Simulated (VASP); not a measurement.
```xyz
5
Lattice="2.3368 -4.0474 0.0000 2.3368 4.0474 0.0000 0.0000 0.0000 7.5048" Properties=species:S:1:pos:R:3 pbc="T T T"
Mg     0.0000     0.0000     0.0000
Mg     2.3368     1.3491     4.7366
Mg     2.3368    -1.3491     2.7681
Sb     2.3368     1.3491     1.7385
Sb     2.3368    -1.3491     5.7663
```

The numbers are results of vdW-DF2, VASP's PBE PAW potentials (set 64) (plane waves; VASP), not measurements. Numerical set-up: 520 eV cut-off, Gaussian smearing of 0.050 eV, potentials Mg Sb.

Unless said otherwise, spin-orbit coupling is left out, though it shifts the bands of the heavy elements here.

Task: Give the energies of bands 3 to 11 at the high-symmetry points, in eV from the valence-band maximum.

Result: 
| band | Γ | M | K | A | L | H |
|---|---|---|---|---|---|---|
| 3 | -4.41 | -4.17 | -3.80 | -2.88 | -4.38 | -3.80 |
| 4 | -0.82 | -3.40 | -3.24 | -2.71 | -4.03 | -3.80 |
| 5 | -0.82 | -2.75 | -3.24 | -0.61 | -1.49 | -3.49 |
| 6 | -0.23 | -1.93 | -2.14 | -0.61 | -1.44 | -2.83 |
| 7 | -0.23 | -1.88 | -2.14 | -0.46 | -1.36 | -0.85 |
| 8 | 0.00 | -0.69 | -2.11 | -0.46 | -1.25 | -0.85 |
| 9 | 0.80 | 0.59 | 0.41 | 1.73 | 0.31 | 1.92 |
| 10 | 1.36 | 2.09 | 4.04 | 2.06 | 1.65 | 1.92 |
| 11 | 3.33 | 2.35 | 4.04 | 2.99 | 1.83 | 2.17 |

The gap is indirect, 0.21 eV, from the valence maximum at Γ to the conduction minimum at L-M at 0.33.

The compound is Mg3Sb2 in the a-la2o3 structure. It was relaxed first, which changed the volume by +9 %.
